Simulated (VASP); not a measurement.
All values below come from PBE GGA, VASP's PBE PAW potentials (set 64) (plane waves; VASP).

The input files of a VASP run:

**KPOINTS**
```
Automatic mesh
0
Gamma
10 10 4
0 0 0
```

**INCAR**
```
! general
SYSTEM  = BN
PREC    = Accurate
ENCUT   = 600
LREAL   = .FALSE.
LASPH   = .TRUE.

! electronic loop
EDIFF   = 1E-7
NELM    = 100
ALGO    = Normal

! smearing
ISMEAR  = 0
SIGMA   = 0.05

! functional
GGA     = PE

! ions
IBRION  = 2
NSW     = 40
ISIF    = 3
EDIFFG  = -0.01
PSTRESS = 10

! output
LWAVE   = .FALSE.
LCHARG  = .FALSE.
```

**POSCAR**
```
BN
1.0
  1.2547967938  -2.1733722618   0.0000000000
  1.2547967938   2.1733722618   0.0000000000
  0.0000000000   0.0000000000   7.1012225755
B N
2 2
Cart
  1.2547967938   0.7244588695   1.7753056439
  1.2547967938  -0.7244588695   5.3259169316
  1.2547967938  -0.7244588695   1.7753056439
  1.2547967938   0.7244588695   5.3259169316
```

POTCAR, in this order: B N (PBE.64 set). Program: vasp_std.

The run wrote:

OSZICAR:
```
       N       E                     dE             d eps       ncg     rms          rms(c)
DAV:   1     0.757531170607E+02    0.75753E+02   -0.89420E+03  1016   0.137E+03
DAV:   2    -0.333630254417E+02   -0.10912E+03   -0.99517E+02  1472   0.290E+02
DAV:   3    -0.387318272501E+02   -0.53688E+01   -0.53331E+01  1272   0.681E+01
DAV:   4    -0.387932492700E+02   -0.61422E-01   -0.61369E-01  1236   0.765E+00
DAV:   5    -0.387942425450E+02   -0.99327E-03   -0.99318E-03  1280   0.978E-01    0.112E+01
DAV:   6    -0.355701449450E+02    0.32241E+01   -0.81476E+00  1172   0.247E+01    0.501E+00
DAV:   7    -0.352805824219E+02    0.28956E+00   -0.48459E-01  1272   0.654E+00    0.312E+00
DAV:   8    -0.351960764075E+02    0.84506E-01   -0.32351E-01  1224   0.437E+00    0.444E-01
DAV:   9    -0.351923339818E+02    0.37424E-02   -0.14656E-02  1216   0.112E+00    0.186E-01
DAV:  10    -0.351935326170E+02   -0.11986E-02   -0.14796E-03  1196   0.337E-01    0.421E-02
DAV:  11    -0.351936705461E+02   -0.13793E-03   -0.22930E-04  1256   0.145E-01    0.277E-02
DAV:  12    -0.351936685067E+02    0.20395E-05   -0.53082E-05  1184   0.657E-02    0.499E-03
DAV:  13    -0.351936687864E+02   -0.27972E-06   -0.24819E-06  1292   0.142E-02    0.115E-03
DAV:  14    -0.351936689100E+02   -0.12359E-06   -0.20919E-07  1148   0.401E-03    0.460E-04
DAV:  15    -0.351936689084E+02    0.15880E-08   -0.57776E-09   844   0.703E-04
   1 F= -.34951922E+02 E0= -.34951922E+02  d E =-.349519E+02
```

OUTCAR:
```
------------------------ aborting loop because EDIFF is reached ----------------------------------------
  FORCE on cell =-STRESS in cart. coord.  units (eV):
  Direction    XX          YY          ZZ          XY          YZ          ZX
  --------------------------------------------------------------------------------------
  Total        0.2451172      0.2451173      0.2490603      0.0000000      0.0000000      0.0000000
  in kB       10.1394342     10.1394385     10.3025448      0.0000000      0.0000000      0.0000000
  external PRESSURE =       0.1938059 kB  Pullay stress =      10.0000000 kB
  volume of cell :       38.73
      direct lattice vectors                 reciprocal lattice vectors
     1.254796794 -2.173372262  0.000000000     0.398470894 -0.230057229  0.000000000
     1.254796794  2.173372262  0.000000000     0.398470894  0.230057229  0.000000000
     0.000000000  0.000000000  7.101222575     0.000000000  0.000000000  0.140820822
  FREE ENERGIE OF THE ION-ELECTRON SYSTEM (eV)
  ---------------------------------------------------
  free  energy   TOTEN  =       -35.1936689084 eV

  energy  without entropy=      -35.1936689084  energy(sigma->0) =      -35.19366891
  enthalpy is  TOTEN    =       -34.9519224844 eV   P V=        0.2417464240

 reached required accuracy - stopping structural energy minimisation
```
(Selected blocks of OUTCAR.)

**OUTCAR**
```
 val. band max:        1.7163339873   @ k =   0.3000   0.3000   0.0000

 cond. band min:       6.0922776643   @ k =   0.5000   0.0000   0.0000


 Fermi energy:         1.9590905055

 k-point     1 :       0.0000    0.0000    0.0000
  band No.  band energies     occupation
      1     -15.9784      2.00000
      2     -15.8051      2.00000
      3      -4.1922      2.00000
      4      -2.6725      2.00000
      5       0.3868      2.00000
      6       0.3868      2.00000
      7       0.4051      2.00000
      8       0.4052      2.00000
      9       6.6287      0.00000
     10      11.2371      0.00000
     11      13.2420      0.00000
     12      13.2478      0.00000

 k-point     2 :       0.1000    0.0000    0.0000
  band No.  band energies     occupation
      1     -15.7852      2.00000
      2     -15.6161      2.00000
      3      -3.9268      2.00000
      4      -2.4287      2.00000
      5      -0.3978      2.00000
      6      -0.3859      2.00000
      7       0.0241      2.00000
      8       0.0458      2.00000
      9       6.9763      0.00000
     10      11.1997      0.00000
     11      12.9507      0.00000
     12      13.1974      0.00000

 k-point     3 :       0.2000    0.0000    0.0000
  band No.  band energies     occupation
      1     -15.2215      2.00000
      2     -15.0651      2.00000
      3      -3.1461      2.00000
      4      -2.2706      2.00000
      5      -2.2511      2.00000
      6      -1.7180      2.00000
      7      -0.7914      2.00000
      8      -0.7642      2.00000
      9       7.8797      0.00000
     10      10.8022      0.00000
     11      12.1200      0.00000
     12      12.4645      0.00000

 k-point     4 :       0.3000    0.0000    0.0000
  band No.  band energies     occupation
      1     -14.3516      2.00000
      2     -14.2185      2.00000
      3      -4.4533      2.00000
      4      -4.4168      2.00000
      5      -1.9130      2.00000
      6      -1.6214      2.00000
...
```

Without a dispersion term in the relaxation, distances and binding between the weakly bound layers, chains or molecules are unreliable, and so is what depends on them.

The compound is BN in the hex structure. It was relaxed first under an external pressure of 1 GPa.
